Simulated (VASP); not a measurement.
Here is the system:

```yaml
crystal:
  lattice:
    - [3.15931, 0.00000, 0.00000]
    - [0.00000, 3.15931, 0.00000]
    - [0.00000, 0.00000, 3.15931]
  atoms:
    - { symbol: Zn, position: [0.50000, 0.50000, 0.50000] }
    - { symbol: Au, position: [0.00000, 0.00000, 0.00000] }
```

These are PW91 GGA, VASP's PBE PAW potentials (set 64) (plane waves; VASP 6.6.1) values and carry that method's errors. Settings: 520 eV cut-off, 11×11×11 Γ-centred mesh, first-order Methfessel-Paxton smearing of 0.10 eV, potentials Zn Au.

### Question
Give the stress tensor in GPa (positive for a compressed cell).

### Answer

```
4.01  0.00  0.00
0.00  4.01  0.00
0.00  0.00  4.01
```
The pressure is its mean diagonal, 4.01 GPa.

The compound is AuZn in the CsCl type structure. This cell is one point of a volume scan, at 0.97 of the reference volume. The electron count is odd and the run is not spin-polarised, which forces a metal.
